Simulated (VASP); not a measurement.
Here is a VASP 6.6.1 calculation.

INCAR

```
SYSTEM = H14SO6
PREC = Accurate
ENCUT = 520
EDIFF = 1E-7
ISMEAR = -1
SIGMA = 0.02
LREAL = Auto
LASPH = .TRUE.
NELM = 80
ALGO = Normal
ISIF = 2
LWAVE = .FALSE.
LCHARG = .TRUE.
GGA = PE
LELF = .TRUE.
LVHAR = .TRUE.
NBANDS = 44
```

Contents of KPOINTS:

```
Automatic mesh
0
G
  1 1 1
  0 0 0
```

The input POSCAR:

```
H14SO6
1.0
    6.0000000000      0.0000000000      0.0000000000
    0.0000000000      6.0000000000      0.0000000000
    0.0000000000      0.0000000000      6.0000000000
O H S
6 14 1
Direct
   -0.0094833333      0.5844666667      0.4862333333
    0.2500166667     -0.0982000000      0.2350666667
    0.5560666667      0.1263666667      0.7383166667
    0.2128166667      0.4229833333      0.8663166667
    0.4885000000      0.2544833333      0.3290833333
    0.9398833333      0.1807166667      0.0915500000
    0.1098666667      0.6640166667      0.4003333333
   -0.0929500000      0.5086166667      0.3651166667
    0.1420833333     -0.0022500000      0.1636833333
    0.3473666667      0.0134333333      0.3005666667
    0.5672666667     -0.0358500000      0.7598500000
    0.5965500000      0.1360166667      0.5816833333
    0.0978500000      0.5061833333      0.7660666667
    0.2829166667      0.2986333333      0.7752166667
    0.5898833333      0.2825166667      0.1977666667
    0.3578166667      0.3670833333      0.3283000000
    1.0429833333      0.2909333333     -0.0004000000
    0.8180500000      0.1446333333     -0.0255833333
    0.5764000000      0.5232833333      0.8740500000
    0.5127333333      0.7211500000      1.1188833333
    0.6951000000      0.6400666667      1.0111000000
```

Potentials or basis: VASP PAW PBE potentials, release 64 (O, H, S).

Command:

```console
$ cat potpaw_PBE.64/O/POTCAR potpaw_PBE.64/H/POTCAR potpaw_PBE.64/S/POTCAR > POTCAR
$ mpirun -np 1 vasp_gam > vasp.out
```

Problem. What does it give for the band gap on the k mesh?

Solution. 3.86 eV, direct.

Problem. Estimate the largest force.

Solution. 2.453 eV/Å.

Problem. Estimate the pressure.

Solution. -0.3 GPa.

Forces on the atoms (eV/Å):
```
O    0.452 -0.216 -0.940
O    0.552 -1.638  0.515
O    0.223 -0.960  0.409
O   -1.000  0.140 -1.547
O   -0.812  1.671 -0.693
O   -1.147  0.300 -2.038
H   -0.626  0.380  0.367
H    0.192  0.145  0.595
H   -1.343  0.300 -0.633
H    0.554  0.270  0.250
H   -0.135  0.081  0.576
H   -0.082  0.716 -0.443
H    1.594 -1.122  0.445
H   -0.377  0.977  0.589
H   -0.846  0.305  1.003
H    1.992 -1.399 -0.303
H   -0.602 -0.811  0.774
H    1.500  0.244  1.283
H   -0.905 -0.850 -0.924
H   -0.118  0.108 -0.176
S    0.934  1.360  0.890
```

Expect the measured gap to be larger: semilocal functionals such as PBE lack the derivative discontinuity.
